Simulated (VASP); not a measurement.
Data:

```
Ir
1.0
    0.00000     1.95840     1.95840
    1.95840     0.00000     1.95840
    1.95840     1.95840     0.00000
Ir
1
Direct
  0.00000   0.00000   0.00000
```

The numbers are results of PBE GGA, VASP's PBE PAW potentials (set 64) (plane waves; VASP), not measurements. Settings: 400 eV cut-off, 12×12×12 Γ-centred mesh, first-order Methfessel-Paxton smearing of 0.10 eV, potentials Ir.

Unless said otherwise, spin-orbit coupling is left out, though it shifts the bands of the heavy elements here.

Problem. Estimate the energy per atom (σ→0), pressure, band gap (on the k-mesh) with the smallest direct gap where there is one.

Solution. 
```
Property                                                    Result
------------------------  ----------------------------------------
band gap (on the k-mesh)  none (metal, semimetal or under 0.01 eV)
energy per atom (σ→0)                       -853.7 kJ/mol of atoms
pressure                                                -11.27 GPa
```

Total energies compare only between runs with the same potentials, cut-off and functional.

The compound is Ir in the fcc structure. The cell was not relaxed at this level.
